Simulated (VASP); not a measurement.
Data:

```yaml
crystal:
  lattice:
    - [1.58325, -2.74227, 0.00000]
    - [1.58325, 2.74227, 0.00000]
    - [0.00000, 0.00000, 12.31293]
  atoms:
    - { symbol: Mo, position: [0.33333, 0.66667, 0.25000] }
    - { symbol: Mo, position: [0.66667, 0.33333, 0.75000] }
    - { symbol: S, position: [0.33333, 0.66667, 0.87743] }
    - { symbol: S, position: [0.66667, 0.33333, 0.37743] }
    - { symbol: S, position: [0.66667, 0.33333, 0.12257] }
    - { symbol: S, position: [0.33333, 0.66667, 0.62257] }
```

These are optB86b-vdW, VASP's PBE PAW potentials (set 64) (plane waves; VASP) values and carry that method's errors. Numerical set-up: 520 eV cut-off, 9×9×2 Γ-centred mesh, tetrahedra with Blöchl corrections, potentials Mo_sv S.

The cores are frozen, which limits the accuracy of field gradients.

Question: Give the principal components of the electric field gradient (V/Å²) and the asymmetry η at each nucleus.

Answer: 
```json
[
 {"atom": "Mo1", "Vxx": "39.7", "Vyy": "39.7", "Vzz": "-79.5", "η": "0.00"},
 {"atom": "Mo2", "Vxx": "39.7", "Vyy": "39.7", "Vzz": "-79.5", "η": "0.00"},
 {"atom": "S3", "Vxx": "25.5", "Vyy": "25.5", "Vzz": "-51.0", "η": "0.00"},
 {"atom": "S4", "Vxx": "25.5", "Vyy": "25.5", "Vzz": "-51.0", "η": "0.00"},
 {"atom": "S5", "Vxx": "25.5", "Vyy": "25.5", "Vzz": "-51.0", "η": "0.00"},
 {"atom": "S6", "Vxx": "25.5", "Vyy": "25.5", "Vzz": "-51.0", "η": "0.00"}
]
```

The compound is MoS2 in the 2H layered structure. It was relaxed first.
